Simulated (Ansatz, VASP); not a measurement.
# ReOs (Re-Os-Os-Re stack, (100) layers) in two plane-wave programs, part 2 of 3

One calculation is typed for both programs; each brings its own data sets. How far apart do they land? The cell is taken from a series of runs on this material, whose earlier steps may have relaxed, scaled, displaced or heated it; both programs get it as it stands.

VASP 6.6.1 and Ansatz 0.2.0.

So far: Set-up; VASP: zone-centre phonons, PBEsol.

## (2) VASP: zone-centre phonons, PBEsol (continued)

Level of this step: PBEsol; plane waves and PAW (Re, Os) (VASP).

OUTCAR, selected parts (step 2):

```text
ion  position               nearest neighbor table
   1  0.000  0.000  0.156-   3 2.64   3 2.64   3 2.64   3 2.64
   2  0.500  0.500  0.318-   4 2.64   4 2.64   4 2.64   4 2.64
   3  0.500  0.500  0.209-   1 2.64   1 2.64   1 2.64   1 2.64   4 2.75   4 2.75   4 2.75   4 2.75

  LATTYP: Found a simple tetragonal cell.
 ALAT       =     2.6649285788
 C/A-ratio  =    13.2443614360

 Subroutine GETGRP returns: Found 16 space group operations
 (whereof  8 operations were pure point group operations)

The static configuration has the point symmetry C_4v.
 The point group associated with its full space group is D_4h.

 Found     10 irreducible k-points:

   k-points           NKPTS =     10   k-points in BZ     NKDIM =     10   number of bands    NBANDS=     21

   dimension x,y,z NGX =    24 NGY =   24 NGZ =  288
   dimension x,y,z NGXF=    48 NGYF=   48 NGZF=  576

   ENCUT  =  600.0 eV  44.10 Ry    6.64 a.u.   5.32  5.32 70.49*2*pi/ulx,y,z

   NELECT =      30.0000    total number of electrons

 k-points in reciprocal lattice and weights: Automatic mesh
   0.00000000  0.00000000  0.00000000       0.028
   0.16666667  0.00000000  0.00000000       0.111
   0.33333333  0.00000000  0.00000000       0.111
   0.50000000  0.00000000  0.00000000       0.056
   0.16666667  0.16666667  0.00000000       0.111
   0.33333333  0.16666667  0.00000000       0.222
   0.50000000  0.16666667  0.00000000       0.111
   0.33333333  0.33333333  0.00000000       0.111
   0.50000000  0.33333333  0.00000000       0.111
   0.50000000  0.50000000  0.00000000       0.028

 average (electrostatic) potential at core
       1 -48.9685       2 -48.9685       3 -54.1571       4 -54.1571

  Total        0.2529087      0.2529087      0.6050856      0.0000000      0.0000000      0.0000000
  in kB        1.6165407      1.6165407      3.8675830      0.0000000      0.0000000      0.0000000
  external PRESSURE =       2.3668882 kB  Pullay stress =       0.0000000 kB

  energy-cutoff  :      600.00
  volume of cell :      250.66
      direct lattice vectors                 reciprocal lattice vectors
     2.664928579  0.000000000  0.000000000     0.375244578  0.000000000  0.000000000
     0.000000000  2.664928579  0.000000000     0.000000000  0.375244578  0.000000000
     0.000000000  0.000000000 35.295277299     0.000000000  0.000000000  0.028332402

 POSITION                                       TOTAL-FORCE (eV/Angst)
 -----------------------------------------------------------------------------------
      0.00000      0.00000      5.51971         0.000000      0.000000     -0.177642
      1.33246      1.33246     11.22793        -0.000000     -0.000000      0.177642
      1.33246      1.33246      7.37030         0.000000     -0.000000      0.198018
      0.00000      0.00000      9.37734         0.000000      0.000000     -0.198018
 -----------------------------------------------------------------------------------
    total drift:                                0.000000      0.000000     -0.000010

 Eigenvectors and eigenvalues of the dynamical matrix
 ----------------------------------------------------

   1 f  =    5.794392 THz    36.407241 2PiTHz  193.280122 cm-1    23.963670 meV
             X         Y         Z           dx          dy          dz
      0.000000  0.000000  5.519709    -0.000000   -0.000000    0.502957
      1.332464  1.332464 11.227931    -0.000000   -0.000000    0.502957
      1.332464  1.332464  7.370303     0.000000    0.000000   -0.497026
      0.000000  0.000000  9.377337     0.000000    0.000000   -0.497026

   2 f  =    4.300633 THz    27.021672 2PiTHz  143.453662 cm-1    17.785979 meV
             X         Y         Z           dx          dy          dz
      0.000000  0.000000  5.519709    -0.000000   -0.000000   -0.095852
      1.332464  1.332464 11.227931    -0.000000   -0.000000    0.095852
      1.332464  1.332464  7.370303     0.000000    0.000000   -0.700580
      0.000000  0.000000  9.377337     0.000000    0.000000    0.700580

   3 f  =    3.608113 THz    22.670442 2PiTHz  120.353694 cm-1    14.921950 meV
             X         Y         Z           dx          dy          dz
      0.000000  0.000000  5.519709    -0.500732    0.043853    0.000000
      1.332464  1.332464 11.227931    -0.500732    0.043853   -0.000000
      1.332464  1.332464  7.370303     0.495441   -0.043389    0.000000
      0.000000  0.000000  9.377337     0.495441   -0.043389   -0.000000

   4 f  =    3.608113 THz    22.670442 2PiTHz  120.353694 cm-1    14.921950 meV
             X         Y         Z           dx          dy          dz
      0.000000  0.000000  5.519709     0.043853    0.500732   -0.000000
      1.332464  1.332464 11.227931     0.043853    0.500732    0.000000
      1.332464  1.332464  7.370303    -0.043389   -0.495441   -0.000000
      0.000000  0.000000  9.377337    -0.043389   -0.495441   -0.000000

   5 f  =    3.151807 THz    19.803386 2PiTHz  105.132960 cm-1    13.034820 meV
             X         Y         Z           dx          dy          dz
      0.000000  0.000000  5.519709     0.375245   -0.409354   -0.000000
      1.332464  1.332464 11.227931    -0.375245    0.409354    0.000000
      1.332464  1.332464  7.370303    -0.295797    0.322684   -0.000000
      0.000000  0.000000  9.377337     0.295797   -0.322684   -0.000000

   6 f  =    3.151807 THz    19.803386 2PiTHz  105.132960 cm-1    13.034820 meV
             X         Y         Z           dx          dy          dz
      0.000000  0.000000  5.519709     0.409354    0.375245    0.000000
      1.332464  1.332464 11.227931    -0.409354   -0.375245   -0.000000
      1.332464  1.332464  7.370303    -0.322684   -0.295797    0.000000
      0.000000  0.000000  9.377337     0.322684    0.295797   -0.000000

   7 f  =    2.737364 THz    17.199366 2PiTHz   91.308641 cm-1    11.320824 meV
             X         Y         Z           dx          dy          dz
      0.000000  0.000000  5.519709    -0.000000   -0.000000    0.700580
      1.332464  1.332464 11.227931     0.000000    0.000000   -0.700580
      1.332464  1.332464  7.370303     0.000000    0.000000   -0.095852
      0.000000  0.000000  9.377337    -0.000000   -0.000000    0.095852

   8 f  =    1.691455 THz    10.627728 2PiTHz   56.420879 cm-1     6.995294 meV
             X         Y         Z           dx          dy          dz
      0.000000  0.000000  5.519709    -0.293913    0.324401   -0.000000
      1.332464  1.332464 11.227931     0.293913   -0.324401   -0.000000
      1.332464  1.332464  7.370303    -0.372855    0.411532   -0.000000
      0.000000  0.000000  9.377337     0.372855   -0.411532   -0.000000

   9 f  =    1.691455 THz    10.627728 2PiTHz   56.420879 cm-1     6.995294 meV
             X         Y         Z           dx          dy          dz
      0.000000  0.000000  5.519709     0.324401    0.293913    0.000000
      1.332464  1.332464 11.227931    -0.324401   -0.293913   -0.000000
      1.332464  1.332464  7.370303     0.411532    0.372855   -0.000000
      0.000000  0.000000  9.377337    -0.411532   -0.372855    0.000000

  10 f/i=    0.000027 THz     0.000169 2PiTHz    0.000897 cm-1     0.000111 meV
             X         Y         Z           dx          dy          dz
      0.000000  0.000000  5.519709    -0.032853    0.496251    0.000000
      1.332464  1.332464 11.227931    -0.032853    0.496251    0.000000
      1.332464  1.332464  7.370303    -0.033204    0.501551    0.000000
      0.000000  0.000000  9.377337    -0.033204    0.501551    0.000000

  11 f/i=    0.000027 THz     0.000169 2PiTHz    0.000897 cm-1     0.000111 meV
             X         Y         Z           dx          dy          dz
      0.000000  0.000000  5.519709    -0.496251   -0.032853    0.000000
      1.332464  1.332464 11.227931    -0.496251   -0.032853    0.000000
      1.332464  1.332464  7.370303    -0.501551   -0.033204    0.000000
      0.000000  0.000000  9.377337    -0.501551   -0.033204    0.000000

  12 f/i=    0.003632 THz     0.022823 2PiTHz    0.121164 cm-1     0.015022 meV
             X         Y         Z           dx          dy          dz
      0.000000  0.000000  5.519709    -0.000000    0.000000   -0.497026
      1.332464  1.332464 11.227931    -0.000000    0.000000   -0.497026
      1.332464  1.332464  7.370303    -0.000000    0.000000   -0.502957
      0.000000  0.000000  9.377337    -0.000000    0.000000   -0.502957

 ELASTIC MODULI CONTR FROM IONIC RELAXATION (kBar)
 Direction    XX          YY          ZZ          XY          YZ          ZX
 --------------------------------------------------------------------------------
 XX       -1833.6883  -1833.6883   -699.5202      0.0000     -0.0000      0.0000
 YY       -1833.6883  -1833.6883   -699.5202      0.0000     -0.0000      0.0000
 ZZ        -699.5202   -699.5202   -863.0602      0.0000      0.0000     -0.0000
 XY           0.0000      0.0000      0.0000      0.0000      0.0000      0.0000
 YZ          -0.0000     -0.0000      0.0000      0.0000   -380.5964      0.0000
 ZX           0.0000      0.0000     -0.0000      0.0000      0.0000   -414.6491
 --------------------------------------------------------------------------------
```

The data set Re keeps the semicore shell frozen, which is cheaper and a little less accurate.

(Continued in part 3 of 3.)

[Lines on the potential files, build, host, timing and source positions are cut from VASP's logs without a mark.]

[Logs are printed without paths, hosts, clocks, repeated set-up lines and the standing remarks that a program may print on its own settings, such as how far it seeks lower states.]

[Hosts, paths, dates, database ids (printed as entryN), source tags and the programs' standing remarks are cut or masked in the printed files.]
